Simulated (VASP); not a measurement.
Here is the system:

```yaml
crystal:
  lattice:
    - [0.00000, 3.15210, 3.15210]
    - [3.15210, 0.00000, 3.15210]
    - [3.15210, 3.15210, 0.00000]
  atoms:
    - { symbol: K, position: [0.00000, 0.00000, 0.00000] }
    - { symbol: Cl, position: [0.50000, 0.50000, 0.50000] }
```

Computed with MS2 meta-GGA, VASP's PBE PAW potentials (set 64) (plane waves; VASP 6.6.1). Settings: 520 eV cut-off, 8×8×8 Γ-centred mesh, tetrahedra with Blöchl corrections, potentials K_sv Cl.

Task: Estimate the energy per atom (σ→0), band gap (over mesh and band path) with the smallest direct gap where there is one.

Result: 
The band gap (over mesh and band path) is 5.81 eV and the smallest direct gap (over mesh and band path) comes out as 5.81 eV. The energy per atom (σ→0) is -8.614 eV/atom.

Total energies compare only between runs with the same potentials, cut-off and functional.

The compound is KCl in the rock salt structure. It was relaxed first.
